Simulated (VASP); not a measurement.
Given:

```xyz
2
Lattice="0.0000 3.1560 3.1560 3.1560 0.0000 3.1560 3.1560 3.1560 0.0000" Properties=species:S:1:pos:R:3 pbc="T T T"
K      0.0000     0.0000     0.0000
Cl     3.1560     3.1560     3.1560
```

Computed with PBEsol GGA, VASP's PBE PAW potentials (set 64) (plane waves; VASP 6.6.1). Settings: 520 eV cut-off, 7×7×7 Γ-centred mesh, Gaussian smearing of 0.050 eV, potentials K_sv Cl.

Problem. What does the run give for the energy per atom (σ→0), band gap (on the k-mesh) with the smallest direct gap where there is one?

Solution. 
| Property | Result |
|---|---|
| band gap (on the k-mesh) | 4.99 eV |
| smallest direct gap (on the k-mesh) | 4.99 eV |
| energy per atom (σ→0) | -3.510 eV/atom |

Total energies compare only between runs with the same potentials, cut-off and functional.

The compound is KCl in the rock salt structure. This cell is one point of a volume scan, at 1.03 of the reference volume.
